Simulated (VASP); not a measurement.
All values below come from LDA (Ceperley-Alder, Perdew-Zunger), VASP's LDA PAW potentials (set 64) (plane waves; VASP).

VASP input:

### POSCAR
```
Ge
1.0
  0.0000000000   2.7571159037   2.7571159037
  2.7571159037   0.0000000000   2.7571159037
  2.7571159037   2.7571159037   0.0000000000
Ge
2
Cartesian
  0.0000000000   0.0000000000   0.0000000000
  1.3785579518   1.3785579518   1.3785579518
```

**INCAR**
```
ALGO=Normal
LWAVE=.False.
LMAXMIX=4   # l cut-off of mixed one-centre charges
PREC=Accurate
NELM=100   # most electronic steps
ISMEAR=0
PSTRESS=50
LREAL=.False.
IBRION=2
SIGMA=0.05   # width (eV)
EDIFF=1E-6   # SCF stop (eV)
ISIF=3   # ions, shape and volume
EDIFFG=-0.02
SYSTEM=Ge
ENCUT=500   # plane-wave cut-off (eV)
NSW=40
LCHARG=.False.
LASPH=.True.
```

**KPOINTS**
```
Automatic mesh
0
Gamma
8 8 8
0 0 0
```

POTCAR, in this order: Ge_d (LDA.64 set). Program: vasp_std.

What VASP printed:

OUTCAR:
```
 ion  position               nearest neighbor table
   1  0.000  0.000  0.000-   2 2.39   2 2.39   2 2.39   2 2.39
   2  0.250  0.250  0.250-   1 2.39   1 2.39   1 2.39   1 2.39
  LATTYP: Found a face centered cubic cell.
 ALAT       =     5.5142318074
 Subroutine PRICEL returns:
 Original cell was already a primitive cell.
 Subroutine GETGRP returns: Found 48 space group operations
The static configuration has the point symmetry T_d .
 The point group associated with its full space group is O_h .
The dynamic configuration has the point symmetry T_d .
 Subroutine INISYM returns: Found 48 space group operations
 Subroutine IBZKPT returns following result:
 Found     29 irreducible k-points:

 Following reciprocal coordinates:
            Coordinates               Weight
  0.000000  0.000000  0.000000      1.000000
  0.125000  0.000000  0.000000      8.000000
  0.250000  0.000000  0.000000      8.000000
  0.375000  0.000000  0.000000      8.000000
  0.500000  0.000000  0.000000      4.000000
  0.125000  0.125000  0.000000      6.000000
  0.250000  0.125000  0.000000     24.000000
  0.375000  0.125000  0.000000     24.000000
...
```

### OSZICAR
```
       N       E                     dE             d eps       ncg     rms          rms(c)
DAV:   1     0.160836648043E+03    0.16084E+03   -0.15167E+04  1090   0.422E+03
DAV:   2     0.925622595878E+01   -0.15158E+03   -0.14929E+03  1046   0.557E+02
DAV:   3    -0.996677692073E+01   -0.19223E+02   -0.19032E+02  1154   0.142E+02
DAV:   4    -0.105460326367E+02   -0.57926E+00   -0.57842E+00  1200   0.285E+01
DAV:   5    -0.105555191271E+02   -0.94865E-02   -0.94855E-02  1170   0.379E+00    0.366E+00
DAV:   6    -0.104132320958E+02    0.14229E+00   -0.53608E-02  1118   0.183E+00    0.211E+00
DAV:   7    -0.103421646582E+02    0.71067E-01   -0.11413E-01  1122   0.244E+00    0.149E-01
DAV:   8    -0.103428657181E+02   -0.70106E-03   -0.57341E-03  1154   0.872E-01    0.485E-02
DAV:   9    -0.103428641739E+02    0.15442E-05   -0.13780E-04  1210   0.131E-01    0.181E-02
DAV:  10    -0.103428611237E+02    0.30502E-05   -0.13141E-05  1274   0.571E-02    0.477E-03
DAV:  11    -0.103428606307E+02    0.49299E-06   -0.19910E-06   884   0.999E-03
   1 F= -.90347198E+01 E0= -.90347198E+01  d E =-.903472E+01
```

**OUTCAR**
```
------------------------ aborting loop because EDIFF is reached ----------------------------------------
  FORCE on cell =-STRESS in cart. coord.  units (eV):
  Direction    XX          YY          ZZ          XY          YZ          ZX
  --------------------------------------------------------------------------------------
  Total        1.2846529      1.2846529      1.2846529      0.0000000      0.0000000     -0.0000000
  in kB       49.1022418     49.1022418     49.1022418      0.0000000      0.0000000     -0.0000000
  external PRESSURE =      -0.8977582 kB  Pullay stress =      50.0000000 kB
  volume of cell :       41.92
      direct lattice vectors                 reciprocal lattice vectors
     0.000000000  2.757115904  2.757115904    -0.181348923  0.181348923  0.181348923
     2.757115904  0.000000000  2.757115904     0.181348923 -0.181348923  0.181348923
     2.757115904  2.757115904  0.000000000     0.181348923  0.181348923 -0.181348923
 POSITION                                       TOTAL-FORCE (eV/Angst)
 -----------------------------------------------------------------------------------
      0.00000      0.00000      0.00000        -0.000000     -0.000000     -0.000000
      1.37856      1.37856      1.37856         0.000000      0.000000      0.000000
 -----------------------------------------------------------------------------------
    total drift:                                0.000000      0.000000      0.000000
  FREE ENERGIE OF THE ION-ELECTRON SYSTEM (eV)
  ---------------------------------------------------
  free  energy   TOTEN  =       -10.3428606307 eV

  energy  without entropy=      -10.3428606093  energy(sigma->0) =      -10.34286062
  enthalpy is  TOTEN    =        -9.0347198412 eV   P V=        1.3081407895

 reached required accuracy - stopping structural energy minimisation
```
(Selected blocks of OUTCAR.)

File OUTCAR:
```
 val. band max:        5.5102401747   @ k =   0.0000   0.0000   0.0000

 cond. band min:       5.8230911862   @ k =   0.5000   0.0000   0.0000


 Fermi energy:         5.6655680236

 k-point     1 :       0.0000    0.0000    0.0000
  band No.  band energies     occupation
      1     -19.5564      2.00000
      2     -19.5564      2.00000
      3     -19.5564      2.00000
      4     -19.5135      2.00000
      5     -19.5135      2.00000
      6     -19.2571      2.00000
      7     -19.2571      2.00000
      8     -19.2571      2.00000
      9     -19.2358      2.00000
     10     -19.2358      2.00000
     11      -7.9059      2.00000
     12       5.5102      1.99999
     13       5.5102      1.99999
     14       5.5102      1.99999
     15       6.0869      0.00000
     16       8.0659      0.00000
     17       8.0659      0.00000
     18       8.0659      0.00000

 k-point     2 :       0.1250    0.0000    0.0000
  band No.  band energies     occupation
      1     -19.5665      2.00000
      2     -19.5665      2.00000
      3     -19.5534      2.00000
      4     -19.4992      2.00000
      5     -19.4992      2.00000
      6     -19.2700      2.00000
      7     -19.2700      2.00000
      8     -19.2607      2.00000
      9     -19.2251      2.00000
     10     -19.2251      2.00000
     11      -7.7014      2.00000
     12       3.1819      2.00000
     13       5.1371      2.00000
     14       5.1371      2.00000
     15       6.8022      0.00000
     16       8.5570      0.00000
     17       8.5570      0.00000
     18       9.1950      0.00000

 k-point     3 :       0.2500    0.0000    0.0000
  band No.  band energies     occupation
      1     -19.5787      2.00000
      2     -19.5787      2.00000
      3     -19.5462      2.00000
      4     -19.4781      2.00000
      5     -19.4781      2.00000
      6     -19.2858      2.00000
      7     -19.2858      2.00000
      8     -19.2696      2.00000
      9     -19.2134      2.00000
...
```

The compound is Ge in the diamond structure. It was relaxed first under an external pressure of 5 GPa.
